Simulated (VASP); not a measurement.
Here is the system:

```yaml
crystal:
  lattice:
    - [5.93320, 0.00000, 0.00000]
    - [0.00000, 5.93320, 0.00000]
    - [0.00000, 0.00000, 5.93320]
  atoms:
    - { symbol: Cs, position: [0.00000, 0.00000, 0.00000] }
    - { symbol: Pb, position: [0.50000, 0.50000, 0.50000] }
    - { symbol: Br, position: [0.50000, 0.00000, 0.50000] }
    - { symbol: Br, position: [0.00000, 0.50000, 0.50000] }
    - { symbol: Br, position: [0.50000, 0.50000, 0.00000] }
```

Computed with MS2 meta-GGA, VASP's PBE PAW potentials (set 64) (plane waves; VASP 6.6.1). Settings: 520 eV cut-off, 4×4×4 Γ-centred mesh, tetrahedra with Blöchl corrections, potentials Cs_sv Pb_d Br.

Unless said otherwise, spin-orbit coupling is left out, though it shifts the bands of the heavy elements here.

Problem. Give the energies of bands 13 to 25 at the high-symmetry points, in eV from the valence-band maximum.

Solution. 
| band | Γ | X | M | R |
|---|---|---|---|---|
| 13 | -6.82 | -7.57 | -8.19 | -8.51 |
| 14 | -4.22 | -4.12 | -3.97 | -2.88 |
| 15 | -4.22 | -4.12 | -3.04 | -2.88 |
| 16 | -4.22 | -2.79 | -2.48 | -2.88 |
| 17 | -2.21 | -2.34 | -2.48 | -2.24 |
| 18 | -2.21 | -2.34 | -2.41 | -2.24 |
| 19 | -2.21 | -2.31 | -2.41 | -1.75 |
| 20 | -2.08 | -2.18 | -2.25 | -1.75 |
| 21 | -2.08 | -2.18 | -1.76 | -1.75 |
| 22 | -2.08 | -1.41 | -0.69 | 0.00 |
| 23 | 3.59 | 2.74 | 2.29 | 1.79 |
| 24 | 4.58 | 4.94 | 2.29 | 1.79 |
| 25 | 4.58 | 5.47 | 5.02 | 1.79 |

The gap is direct, 1.79 eV, from the valence maximum at R to the conduction minimum at R.

The compound is CsPbBr3 in the cubic perovskite structure, the ideal cubic form; the compound distorts at low or room temperature. It was relaxed first.
